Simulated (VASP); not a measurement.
Method: TPSS meta-GGA, VASP's PBE PAW potentials (set 64) (plane waves; VASP 6.6.1).

Input for VASP

### INCAR
```
ALGO = Normal
EDIFF = 1E-7
EDIFFG = -0.01
ENCUT = 520
IBRION = 2
ISIF = 4
ISMEAR = 0
LASPH = .TRUE.
LCHARG = .FALSE.
LMAXMIX = 4
LMIXTAU = .TRUE.
LREAL = .FALSE.
LWAVE = .FALSE.
METAGGA = TPSS
NELM = 100
NSW = 30
PREC = Accurate
SIGMA = 0.05
SYSTEM = CdSe
```

POSCAR:
```
CdSe
1
    2.1944093625    -3.8008282574     0.0000000000
    2.1944093625     3.8008282574     0.0000000000
    0.0000000000     0.0000000000     7.1442142854
Cd Se
2 2
Direct
  0.6666670000   0.3333330000   0.4999793100
  0.3333330000   0.6666670000   0.9999793100
  0.6666670000   0.3333330000   0.8760206900
  0.3333330000   0.6666670000   0.3760206900
```

KPOINTS:
```
Regular mesh
0
gamma
6 6 3
0 0 0
```

POTCAR, in this order: Cd Se (PBE.64 set). Program: vasp_std.

The run wrote:

### OSZICAR
```
       N       E                     dE             d eps       ncg     rms          rms(c)
DAV:   1     0.205418568078E+03    0.20542E+03   -0.17073E+04   616   0.147E+03
DAV:   2    -0.364732419356E+02   -0.24189E+03   -0.23708E+03   682   0.345E+02
DAV:   3    -0.499079025883E+02   -0.13435E+02   -0.13368E+02   742   0.821E+01
DAV:   4    -0.500285528297E+02   -0.12065E+00   -0.12059E+00   664   0.771E+00
DAV:   5    -0.500295969647E+02   -0.10441E-02   -0.10441E-02   760   0.658E-01    0.827E+00
DAV:   6    -0.461465748712E+02    0.38830E+01   -0.56204E+00   616   0.344E+01    0.755E+00
DAV:   7    -0.439652229481E+02    0.21814E+01   -0.15138E+00   616   0.109E+01    0.527E+00
DAV:   8    -0.463919956939E+02   -0.24268E+01   -0.48466E+00   616   0.183E+01    0.360E+00
DAV:   9    -0.438203086797E+02    0.25717E+01   -0.30125E+00   616   0.151E+01    0.605E-01
DAV:  10    -0.437591759219E+02    0.61133E-01   -0.63543E-02   718   0.195E+00    0.525E-01
DAV:  11    -0.438268460400E+02   -0.67670E-01   -0.11944E-02   616   0.988E-01    0.218E-01
DAV:  12    -0.438258015102E+02    0.10445E-02   -0.96719E-03   628   0.103E+00    0.164E-01
DAV:  13    -0.438375260943E+02   -0.11725E-01   -0.79408E-03   622   0.781E-01    0.940E-02
DAV:  14    -0.438382290988E+02   -0.70300E-03   -0.16822E-04   786   0.114E-01    0.570E-02
DAV:  15    -0.438387534989E+02   -0.52440E-03   -0.16270E-04   622   0.103E-01    0.647E-02
DAV:  16    -0.438391470746E+02   -0.39358E-03   -0.22202E-04   694   0.143E-01    0.292E-02
DAV:  17    -0.438391340077E+02    0.13067E-04   -0.17290E-05   640   0.376E-02    0.265E-02
DAV:  18    -0.438391728016E+02   -0.38794E-04   -0.32995E-05   670   0.521E-02    0.841E-03
DAV:  19    -0.438391742859E+02   -0.14842E-05   -0.40793E-06   688   0.187E-02    0.584E-03
DAV:  20    -0.438391762437E+02   -0.19578E-05   -0.31672E-07   600   0.524E-03    0.111E-03
DAV:  21    -0.438391779215E+02   -0.16778E-05   -0.33770E-07   540   0.510E-03    0.660E-04
DAV:  22    -0.438391779256E+02   -0.40886E-08   -0.54610E-08   410   0.182E-03
   1 F= -.43839178E+02 E0= -.43839178E+02  d E =-.438392E+02
       N       E                     dE             d eps       ncg     rms          rms(c)
DAV:   1    -0.438391903388E+02   -0.12417E-04   -0.11146E-02   628   0.684E-01    0.260E-02
DAV:   2    -0.438392065529E+02   -0.16214E-04   -0.14156E-04   718   0.814E-02    0.864E-03
DAV:   3    -0.438392068103E+02   -0.25736E-06   -0.27088E-06   670   0.145E-02    0.539E-03
DAV:   4    -0.438392008222E+02    0.59881E-05   -0.37120E-06   682   0.172E-02    0.969E-04
DAV:   5    -0.438392052166E+02   -0.43945E-05   -0.30780E-06   628   0.170E-02    0.976E-04
DAV:   6    -0.438392073365E+02   -0.21199E-05   -0.25672E-07   548   0.459E-03    0.445E-04
DAV:   7    -0.438392074489E+02   -0.11231E-06   -0.27096E-08   338   0.141E-03    0.213E-04
DAV:   8    -0.438392074639E+02   -0.15088E-07   -0.13079E-08   332   0.101E-03
   2 F= -.43839207E+02 E0= -.43839207E+02  d E =-.295383E-04
```

File OUTCAR:
```
------------------------ aborting loop because EDIFF is reached ----------------------------------------
  FORCE on cell =-STRESS in cart. coord.  units (eV):
  Direction    XX          YY          ZZ          XY          YZ          ZX
  --------------------------------------------------------------------------------------
  Total       -0.0102879     -0.0102879     -0.0312884      0.0000000      0.0000000     -0.0000000
  in kB       -0.1383113     -0.1383113     -0.4206431      0.0000000      0.0000000     -0.0000000
  external PRESSURE =      -0.2324219 kB  Pullay stress =       0.0000000 kB
  volume of cell :      119.17
      direct lattice vectors                 reciprocal lattice vectors
     2.194293533 -3.800627635 -0.000000000     0.227863771 -0.131557218 -0.000000000
     2.194293533  3.800627635  0.000000000     0.227863771  0.131557218  0.000000000
     0.000000000 -0.000000000  7.144968544     0.000000000 -0.000000000  0.139958629
  FREE ENERGIE OF THE ION-ELECTRON SYSTEM (eV)
  ---------------------------------------------------
  free  energy   TOTEN  =       -43.8392074639 eV

  energy  without entropy=      -43.8392074639  energy(sigma->0) =      -43.83920746

 reached required accuracy - stopping structural energy minimisation
```
(Selected blocks of OUTCAR.)

CONTCAR:
```
CdSe
   1.00000000000000
     2.1942935330417734   -3.8006276350493593   -0.0000000000000000
     2.1942935330417734    3.8006276350493593    0.0000000000000000
     0.0000000000000000   -0.0000000000000000    7.1449685436648691
  Cd              Se
     2     2
Direct
     0.6666669999999968    0.3333330000000032    0.4998824666509714
     0.3333330000000032    0.6666669999999968    0.9998824666509714
     0.6666669999999968    0.3333330000000032    0.8761175333490263
     0.3333330000000032    0.6666669999999968    0.3761175333490263
```

The compound is CdSe in the wurtzite structure. This run relaxes it. Symmetry was kept, so distortions that lower it aren't found.
